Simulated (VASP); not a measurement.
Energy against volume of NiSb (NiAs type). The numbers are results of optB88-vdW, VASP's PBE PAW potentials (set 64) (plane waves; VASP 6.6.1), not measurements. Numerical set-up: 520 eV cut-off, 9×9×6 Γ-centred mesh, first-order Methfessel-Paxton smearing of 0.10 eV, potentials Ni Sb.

Shape and ions are relaxed at each volume.

```json
[
 {"V (Å³/atom)": "17.262", "E (eV/atom)": "-2.64344"},
 {"V (Å³/atom)": "17.795", "E (eV/atom)": "-2.64837"},
 {"V (Å³/atom)": "18.329", "E (eV/atom)": "-2.64238"},
 {"V (Å³/atom)": "18.863", "E (eV/atom)": "-2.62741"}
]
```

### Question
Fit these four points and predict the energy of the run at 16.728 Å³/atom.

### Answer
A cubic in V^(−2/3), the third-order Birch-Murnaghan form, passes through the four points with V0 = 17.75 Å³/atom and B0 = 111 GPa, and gives -2.6252 eV/atom there. The run gave -2.6256 eV/atom, -0.4 meV/atom from the fit; all five points give B0 = 109 GPa.

The compound is NiSb in the NiAs type structure. It was relaxed first. The run is not spin-polarised, so no magnetic state was tried.
